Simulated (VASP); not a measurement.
# ZrPbO3 (space group Pm-3m): computed properties

Calculation: PBEsol GGA, VASP's PBE PAW potentials (set 64) (plane waves; VASP 6.6.1).

| Quantity | Value |
|---|---|
| space group | Pm-3m (221) |
| cell | a = 4.1442 Å, b = 4.1442 Å, c = 4.1442 Å, α = 90.00°, β = 90.00°, γ = 90.00° |
| volume per atom | 14.23 Å^3/atom |
| band gap (over mesh and band path) | 2.32 eV |
| smallest direct gap (over mesh and band path) | 2.35 eV |
| band-edge character without spin-orbit coupling | indirect, M to X |
| band gap with spin-orbit coupling | 2.08 eV |
| density | 8.08 g/cm³ |
| optical Γ-point spectrum | 134i (×3), 69 (×3), 155 (×3), 555 (×3) cm⁻¹ |

```cif
data_O3PbZr
_chemical_formula_sum 'Zr1 Pb1 O3'
_space_group_name_H-M_alt 'Pm-3m'
_space_group_IT_number 221
_space_group_name_Hall '-P 4 2 3'
_cell_length_a 4.14416
_cell_length_b 4.14416
_cell_length_c 4.14416
_cell_angle_alpha 90.000
_cell_angle_beta 90.000
_cell_angle_gamma 90.000
loop_
_atom_site_label
_atom_site_type_symbol
_atom_site_symmetry_multiplicity
_atom_site_Wyckoff_symbol
_atom_site_fract_x
_atom_site_fract_y
_atom_site_fract_z
_atom_site_occupancy
Zr1 Zr 1 a 0.00000 0.00000 0.00000 1
Pb1 Pb 1 b 0.50000 0.50000 0.50000 1
O1 O 3 d 0.00000 0.00000 0.50000 1
```

Unless said otherwise, spin-orbit coupling is left out, though it shifts the bands of the heavy elements here.

The structure comes from a computed database's ZrPbO3 entry (Pm-3m); how it stands against other phases isn't given here. It was relaxed first. Symmetry was kept, so distortions that lower it aren't found.
